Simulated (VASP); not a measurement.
An input for Ansatz (written as the equivalent of a VASP run, and not itself run):

Ansatz 0.2 input:
```yaml
crystal:
  lattice:
    - [0.0000000, 2.0393549, 2.0393549]
    - [2.0393549, 0.0000000, 2.0393549]
    - [2.0393549, 2.0393549, 0.0000000]
  atoms:
    - { symbol: Ag, position: [0.0000000, 0.0000000, 0.0000000] }
kpoints:
  mp_grid: { grid: [17, 17, 17] }
hamiltonian:
  xc: pbe
  dispersion: d4
  pseudopotentials: { kind: paw }
scf:
  occupations: { method: tetrahedron }
  max_iter: 100
output: { forces: true, stress: true, eigenvalues: true }
```

Task: Translate this input to VASP (INCAR, KPOINTS, POSCAR, choice of POTCAR).

Result: One answer among several that fit: 
### INCAR
```
ALGO=Normal
EDIFF=1E-7
ENCUT=520
GGA=PE
ISIF=2
ISMEAR=-5
IVDW=13
LASPH=.True.
LCHARG=.True.
LMAXMIX=4
LORBIT=11
LREAL=.False.
LWAVE=.False.
NEDOS=601
NELM=100
PREC=Accurate
SYSTEM=Ag
```

File POSCAR:
```
Ag
2.8840830
  0.0000000000   0.7071068740   0.7071068740
  0.7071068740   0.0000000000   0.7071068740
  0.7071068740   0.7071068740   0.0000000000
Ag
1
Cart
  0.0000000000   0.0000000000   0.0000000000
```

KPOINTS:
```
Automatic mesh
0
gamma
  17 17 17
0 0 0
```

POTCAR, in this order: Ag (PBE.64 set). Program: vasp_std.

What does not carry over: each code has its own PAW files, so the cut-off isn't converted (ENCUT is set for VASP's; basis.ecutwfc is left out, and Ansatz then takes the one that its files recommend); Ansatz stops its SCF on the density residual and VASP on the energy change (EDIFF).

The compound is Ag in the fcc structure. It was relaxed first.
